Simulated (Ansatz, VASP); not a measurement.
# Hf4CN (CN/Hf(0001)): VASP beside Ansatz, part 2 of 2

Wanted: the spread between two codes on one cell, functional and k mesh. Of the first pair: The cell is taken from a series of runs on this material, whose earlier steps may have relaxed, scaled, displaced or heated it; both programs get it as it stands.

VASP 6.6.1 and Ansatz 0.2.0.

So far. Step 4 (Differences): The forces differ by 123 meV/Å r.m.s., which is 48.3 % of the r.m.s. force of 0.254 eV/Å (both taken over all components). With vacuum in the cell, a pressure given here is an average over mostly empty space and none of the material.

**6. Ansatz: relaxation, PBE**

Level of this step: Ansatz beside VASP: Kohn-Sham DFT, plane waves, PBE (Ansatz).

The two programs are compared at the cell with which this relaxation starts, whose forces are those of its first step.

The structure compared here is the start of the Ansatz relaxation; VASP solves that cell, so the two are compared at the walk's first step.

input.yaml reads:

```yaml
crystal:
  lattice:
    - [3.2, 0.0, 0.0]
    - [1.6, 2.7712812921, 0.0]
    - [0.0, 0.0, 24.4726487535]
  atoms:
    - { symbol: Hf, position: [0.6666666667, 0.6666666667, 0.2860336072] }
    - { symbol: Hf, position: [0.0, 0.0, 0.3894633595] }
    - { symbol: Hf, position: [0.6666666667, 0.6666666667, 0.4928931119] }
    - { symbol: Hf, position: [0.0, 0.0, 0.5963228642] }
    - { symbol: C, position: [0.3333333333, 0.3333333333, 0.665749299] }
    - { symbol: "N", position: [0.3333333333, 0.3333333333, 0.7139663928] }
kpoints:
  mp_grid: { grid: [11, 11, 1] }
hamiltonian:
  xc: pbe
scf:
  occupations: { method: fermi_dirac, width: 0.1 }
efield:
  axis: 3
  dipole_correction: true
  ramp_width: 0.05
relax:
  f_tol: 0.02
  max_steps: 60
  constraints: [{ sites: [0, 1] }]
output:
  write_potential: true
  write_density: true
  volumetric_format: npy
```

The run is started by

```sh
$ ansatz run input.yaml --threads 4 --pin off --max-ram 8192MiB --backend cpu --events-out ev --progress --plain --runs-dir out
```

Numbers of over 12 decimals in the logs are rounded to 6 here.

Log:

```text
[...]
Crystal: 6 atoms, lattice volume = 217.026 Å³
Basis set: ecut = 420 eV, 4269 PW (Γ), exchange–correlation on 48×48×360 points (8 copies of the dense FFT grid, shifted against one another)
Bands: 68, of which v1, the nominal top of the filled ones, is band 57 counted from 1 (56 counted from 0)
Symmetry: 6 space group operations
[...]
atoms:
    - { symbol: Hf, position: [0.666667, 0.666667, 0.286034] }
    - { symbol: Hf, position: [0.0, 0.0, 0.389463] }
    - { symbol: Hf, position: [0.666667, 0.666667, 0.496857] }
    - { symbol: Hf, position: [7.114319581731781e-19, 0, 0.597049] }
    - { symbol: C, position: [0.333333, 0.333333, 0.658115] }
    - { symbol: N, position: [0.333333, 0.333333, 0.706562] }
[key lines of the parts left out:]
SCF converged after 5 iterations
Free energy (F): -63518.486626 eV
Fermi energy:    5.733955 eV
Dipole field:    D = -0.122664 V/Å  (p = -0.147119 e·Å, saw-weighted, corrected)
Work function:   Φ+ = 7.3611 eV   Φ− = 4.3591 eV
```

**7. VASP: single point, PBE, start cell, pair 2**

The same cell, functional, mesh and smearing now go to VASP, with its own data sets.

INCAR reads:

```
SYSTEM = Hf4CN
PREC = Accurate
ENCUT = 520
EDIFF = 1E-06
NELM = 120
ISMEAR = -1
SIGMA = 0.1
LREAL = .FALSE.
ALGO = Normal
GGA = PE
NBANDS = 30
LASPH = .TRUE.
LORBIT = 11
LWAVE = .FALSE.
LCHARG = .FALSE.
ISIF = 2
LDIPOL = .TRUE.
IDIPOL = 3
DIPOL = 0.5 0.5 0.533
LVHAR = .TRUE.
GGA_COMPAT = .FALSE.
NELMDL = -8
KPAR = 2
```

POSCAR reads:

```
Hf4CN
1.0
    3.2000000000      0.0000000000      0.0000000000
    1.6000000000      2.7712812921      0.0000000000
    0.0000000000      0.0000000000     24.4726487535
Hf C N
4 1 1
Direct
    0.6666667443      0.6666665112      0.2860336072
    0.0000000777      0.9999998446      0.3894633595
    0.6666667443      0.6666665112      0.4928931119
    0.0000000777      0.9999998446      0.5963228642
    0.3333334110      0.3333331779      0.6657493091
    0.3333334110      0.3333331779      0.7139664029
```

KPOINTS reads:

```
Automatic mesh
0
Gamma
11 11 1
0 0 0
```

PAW data sets: Hf_pv, C and N (PBE family, release 64).

The run is started by

```sh
$ mpirun -np 2 vasp_std
```

Log:

```text
[... set-up lines as in an earlier step ...]
 entering main loop
       N       E                     dE             d eps       ncg     rms          rms(c)
DAV:   1     0.225330677522E+03    0.22533E+03   -0.26463E+04  1224   0.140E+03
DAV:   2    -0.383485296012E+02   -0.26368E+03   -0.25431E+03  1166   0.325E+02
DAV:   3    -0.589389764553E+02   -0.20590E+02   -0.20005E+02  1212   0.656E+01
DAV:   4    -0.599766536776E+02   -0.10377E+01   -0.10109E+01  1336   0.140E+01
[...]
DAV:  60    -0.552093254142E+02   -0.16873E-05   -0.87684E-07   720   0.396E-03    0.148E-02
DAV:  61    -0.552093268029E+02   -0.13887E-05   -0.13722E-06   896   0.479E-03    0.107E-02
DAV:  62    -0.552093271494E+02   -0.34653E-06   -0.22760E-07   690   0.254E-03
   1 F= -.55209327E+02 E0= -.55128777E+02  d E =-.161101E+00
```

OUTCAR, selected parts (step 7):

```text
  Total       -0.4498155     -0.4498155     -3.9552239      0.0000000     -0.0000000     -0.0000000
  in kB       -3.3207286     -3.3207286    -29.1991421      0.0000000     -0.0000000     -0.0000000
  external PRESSURE =     -11.9468665 kB  Pullay stress =       0.0000000 kB

 POSITION                                       TOTAL-FORCE (eV/Angst)
 -----------------------------------------------------------------------------------
      3.20000      1.84752      7.00000        -0.000000      0.000000      0.597277
      1.60000      2.77128      9.53120         0.000000     -0.000000     -0.834011
      3.20000      1.84752     12.06240        -0.000000     -0.000000      0.669867
      1.60000      2.77128     14.59360         0.000000     -0.000000      0.833965
      1.60000      0.92376     16.29265        -0.000000      0.000000     -1.466939
      1.60000      0.92376     17.47265         0.000000     -0.000000      0.199839
 -----------------------------------------------------------------------------------
    total drift:                                0.000000      0.001048     -0.000657

  FREE ENERGIE OF THE ION-ELECTRON SYSTEM (eV)
  ---------------------------------------------------
  free  energy   TOTEN  =       -55.2093271494 eV

  energy  without entropy=      -55.0482265598  energy(sigma->0) =      -55.12877685

[... 2 parts as in an earlier step ...]

[... 1 further part left out ...]
[key lines of the parts left out:]
E-fermi :  -0.8600
```

**8. Comparison**

What differs besides the data sets and the points named for the pairs above, as far as they apply: the data sets hold 113 valence electrons in Ansatz (on its default PAW (the set named soft_2) files) and 49 in VASP. Total energies have different zeros and are not compared.

Forces (eV/Å; atoms numbered as in POSCAR):

```csv
atom,"Ansatz x, y, z","VASP x, y, z"
Hf1,"0.000, 0.000, 0.561","0.000, 0.000, 0.597"
Hf2,"0.000, 0.000, -0.823","0.000, 0.000, -0.834"
Hf3,"0.000, 0.000, 0.666","0.000, 0.000, 0.670"
Hf4,"0.000, 0.000, 0.830","0.000, 0.000, 0.834"
C5,"0.000, 0.000, -1.056","0.000, 0.000, -1.467"
N6,"0.000, 0.000, -0.177","0.000, 0.000, 0.200"
```

The forces differ by 132 meV/Å r.m.s., which is 26.7 % of the r.m.s. force of 0.494 eV/Å (both taken over all components). With vacuum in the cell, a pressure given here is an average over mostly empty space and none of the material.

**9. Ansatz: relaxation, PBE**

This run makes the geometry at which the two programs are then compared.

The structure compared here is the end of the Ansatz relaxation.

input.yaml is that of step 6.

The run is started by

```sh
$ ansatz run input.yaml --threads 4 --pin off --max-ram 8192MiB --backend cpu --events-out ev --progress --plain --runs-dir out
```

Log:

```text
[...]
Crystal: 6 atoms, lattice volume = 217.026 Å³
Basis set: ecut = 420 eV, 4269 PW (Γ), exchange–correlation on 48×48×360 points (8 copies of the dense FFT grid, shifted against one another)
Bands: 68, of which v1, the nominal top of the filled ones, is band 57 counted from 1 (56 counted from 0)
Symmetry: 6 space group operations
[...]
atoms:
    - { symbol: Hf, position: [0.666667, 0.666667, 0.286034] }
    - { symbol: Hf, position: [0.0, 0.0, 0.389463] }
    - { symbol: Hf, position: [0.666667, 0.666667, 0.496857] }
    - { symbol: Hf, position: [7.114319581731781e-19, 0, 0.597049] }
    - { symbol: C, position: [0.333333, 0.333333, 0.658115] }
    - { symbol: N, position: [0.333333, 0.333333, 0.706562] }
[key lines of the parts left out:]
SCF converged after 5 iterations
Free energy (F): -63518.486626 eV
Fermi energy:    5.733955 eV
Dipole field:    D = -0.122664 V/Å  (p = -0.147119 e·Å, saw-weighted, corrected)
Work function:   Φ+ = 7.3611 eV   Φ− = 4.3591 eV
```

**10. VASP: single point, PBE, relaxed cell, pair 3**

The same cell, functional, mesh and smearing now go to VASP, with its own data sets.

INCAR, as its differences from that of step 7:

```diff
@@ -18,3 +18,3 @@
 IDIPOL = 3
-DIPOL = 0.5 0.5 0.533
+DIPOL = 0.5 0.5 0.532
 LVHAR = .TRUE.
```

POSCAR reads:

```
Hf4CN
1.0
    3.2000000000      0.0000000000      0.0000000000
    1.6000000000      2.7712812921      0.0000000000
    0.0000000000      0.0000000000     24.4726487535
Hf C N
4 1 1
Direct
    0.6666666666      0.6666666666      0.2860336072
    1.0000000000      1.0000000000      0.3894633595
    0.6666666666      0.6666666666      0.4968568486
    1.0000000000      1.0000000000      0.5970485068
    0.3333333333      0.3333333333      0.6581153800
    0.3333333333      0.3333333333      0.7065617260
```

KPOINTS is that of step 7.

The run is started by

```sh
$ mpirun -np 2 vasp_std
```

Log:

```text
[... set-up lines as in an earlier step ...]
 entering main loop
       N       E                     dE             d eps       ncg     rms          rms(c)
[... 53 cycles as in an earlier step ...]
   1 F= -.55381562E+02 E0= -.55302014E+02  d E =-.159095E+00
```

From OUTCAR (step 10):

```text
[... 6 parts as in an earlier step ...]

[... 1 further part left out ...]
[key lines of the parts left out:]
E-fermi :  -0.7434
```

**11. Comparison**

What differs besides the data sets and the points named for the pairs above, as far as they apply: the data sets hold 113 valence electrons in Ansatz (on its default PAW (the set named soft_2) files) and 49 in VASP. Total energies have different zeros and are not compared.

Both answers:

| quantity | Ansatz | VASP | difference |
| --- | --- | --- | --- |
| work function, lower of the two faces (eV) | 4.36 | 4.36 | 0.00 |
| work function, higher of the two faces (eV) | 7.36 | 7.40 | -0.03 |

Forces (eV/Å; atoms numbered as in POSCAR):

| atom | Ansatz x, y, z | VASP x, y, z |
| --- | --- | --- |
| Hf1 | 0.000, 0.000, 0.644 | 0.000, 0.000, 0.681 |
| Hf2 | 0.000, 0.000, -0.643 | 0.000, 0.000, -0.660 |
| Hf3 | 0.000, 0.000, 0.000 | 0.000, 0.000, 0.013 |
| Hf4 | 0.000, 0.000, 0.000 | 0.000, 0.000, 0.002 |
| C5 | 0.000, 0.000, 0.005 | 0.000, 0.000, -0.379 |
| N6 | 0.000, 0.000, -0.006 | 0.000, 0.000, 0.343 |

The forces differ by 123 meV/Å r.m.s., which is 48.3 % of the r.m.s. force of 0.254 eV/Å (both taken over all components). With vacuum in the cell, a pressure given here is an average over mostly empty space and none of the material.

**12. Results**

| Quantity | Value |
| --- | --- |
| r.m.s. force difference (single point, PBE, pair 1) | 48 % of the r.m.s. force |
| r.m.s. force difference (single point, PBE, start cell, pair 2) | 27 % of the r.m.s. force |
| r.m.s. force difference (single point, PBE, relaxed cell, pair 3) | 48 % of the r.m.s. force |

What this shows: The r.m.s. force difference is 48 % of the r.m.s. force (single point, PBE, pair 1), beyond the 3 % picked in this series as the mark of a large difference. The data sets hold unlike numbers of valence electrons (113 in Ansatz and 49 in VASP), so part of the differences comes from the potentials. Single point, PBE, pair 1, VASP with the data sets Hf_sv, C and N: the difference in work function, lower of the two faces goes from 2.3e-4 to 0.0020 eV. What causes the difference of the single point, PBE, start cell, pair 2 pair stays open here. What causes the difference of the single point, PBE, relaxed cell, pair 3 pair stays open here. Such differences can come from data sets, numerical settings and the points named under the comparisons, not from the functional's error against experiment.

[Lines on the potential files, build, host, timing and source positions are cut from VASP's logs without a mark.]

[Logs are printed without paths, hosts, clocks, repeated set-up lines and the standing remarks that a program may print on its own settings, such as how far it seeks lower states.]

[Hosts, paths, dates, database ids (printed as entryN), source tags and the programs' standing remarks are cut or masked in the printed files.]
